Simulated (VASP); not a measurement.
Ca4F:

```
Ca F
1.0
     0.00000    3.86170    3.86170
     3.86170    0.00000    3.86170
     3.86170    3.86170    0.00000
Ca F
4 1
Cartesian
  2.9064 2.9064 2.9064
  4.8170 4.8170 2.9064
  4.8170 2.9064 4.8170
  2.9064 4.8170 4.8170
  3.8617 3.8617 3.8617
```

The cell was built by a generator and needn't be a form met in nature.

The cell isn't the ideal one: random cell by space group and Wyckoff sites (F-43m, No. 216).

```yaml
Program: VASP 6.6.1
Task: relaxation of cell and atoms
Functional: PBE
Potentials_or_basis: VASP PAW PBE potentials, release 64 (Ca_sv, F)
Cutoff: 600 eV
k_mesh: 4 × 4 × 4
Occupations: gaussian, width 0.1 eV
Spin: no spin polarisation
```

At the start: pressure 63.2 GPa; volume 23.04 Å³/atom.

Question: How do energy, volume and symmetry change on relaxing?

Answer: Over 16 steps the energy falls by 3775.0 meV/atom and the volume is 52.59 Å³/atom (+128.3 %); space group F-43m (No. 216, to 0.05 Å).

The path:
```csv
step,energy change (eV),largest force (eV/Å),pressure (GPa),volume (Å³)
1,0.0000,15.8664,63.24,115.18
2,-0.4784,9.6329,1.52,342.93
3,-4.6435,7.6834,2.16,287.10
4,-6.7466,7.0585,2.93,255.49
5,-10.7978,5.5490,7.81,176.12
6,-10.8073,2.8264,15.89,143.50
7,-10.9999,4.9487,9.81,163.83
8,-11.0610,4.5594,10.95,158.64
9,-17.2442,3.0347,5.50,219.05
10,-15.3054,0.2623,-6.99,396.25
11,-18.7529,0.2057,-1.78,284.49
12,-18.8258,0.4401,-0.77,271.74
13,-18.8272,0.5048,-0.52,268.74
14,-18.8652,0.2197,0.25,260.87
15,-18.8655,0.1877,0.34,260.07
16,-18.8749,0.0388,0.10,262.95
```

Final structure:
```cif
data_structure
_symmetry_space_group_name_H-M 'P 1'
_symmetry_Int_Tables_number 1
_cell_length_a 7.1911
_cell_length_b 7.1911
_cell_length_c 7.1911
_cell_angle_alpha 60.000
_cell_angle_beta 60.000
_cell_angle_gamma 60.000
_cell_volume 262.95
loop_
_atom_site_label
_atom_site_type_symbol
_atom_site_fract_x
_atom_site_fract_y
_atom_site_fract_z
_atom_site_occupancy
Ca1 Ca 0.37076 0.37076 0.37076 1
Ca2 Ca 0.37076 0.37076 0.88773 1
Ca3 Ca 0.37076 0.88773 0.37076 1
Ca4 Ca 0.88773 0.37076 0.37076 1
F1 F 0.50000 0.50000 0.50000 1
```

Caveat: the volume moved by over 15 % at a fixed basis, so the end points are rough; an odd number of electrons without spin polarisation forces a metal; a magnetic or distorted state may lie lower.
